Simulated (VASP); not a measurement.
Data:

```
Mo3Si
1.0
    4.78623     0.00000     0.00000
    0.00000     4.78623     0.00000
    0.00000     0.00000     4.78623
Si Mo
2 6
Cartesian
  2.39311   2.39311   2.39311
  0.00000   0.00000   0.00000
  1.19656   0.00000   2.39311
  2.39311   1.19656   0.00000
  2.39311   3.58967   0.00000
  3.58967   0.00000   2.39311
  0.00000   2.39311   3.58967
  0.00000   2.39311   1.19656
```

All values below come from LDA (Ceperley-Alder, Perdew-Zunger), VASP's LDA PAW potentials (set 64) (plane waves; VASP 6.6.1). Numerical set-up: 500 eV cut-off, 7×7×7 Γ-centred mesh, first-order Methfessel-Paxton smearing of 0.10 eV, potentials Si Mo_sv.

Energy and stress use the plane-wave basis of the starting cell.

Problem. The ions, cell shape and volume at an external pressure of 20.0 GPa are relaxed. Predict the relaxed structure.

Solution. 
```
Mo3Si
1.0
    4.73961     0.00000     0.00000
    0.00000     4.73961     0.00000
    0.00000     0.00000     4.73961
Si Mo
2 6
Direct
  0.50000   0.50000   0.50000
  0.00000   0.00000   0.00000
  0.25000   0.00000   0.50000
  0.50000   0.25000   0.00000
  0.50000   0.75000   0.00000
  0.75000   0.00000   0.50000
  0.00000   0.50000   0.75000
  0.00000   0.50000   0.25000
```
Space group Pm-3n (223), at a tolerance of 0.03 Å.

Problem. How do energy and volume change from the first to the last step?

Solution. The energy (σ→0) changes by +36.6 meV/atom and the volume by -2.9 %, in 4 ionic steps.

The compound is Mo3Si in the A15 structure. This run relaxes it under an external pressure of 20 GPa. Symmetry was kept, so distortions that lower it aren't found.
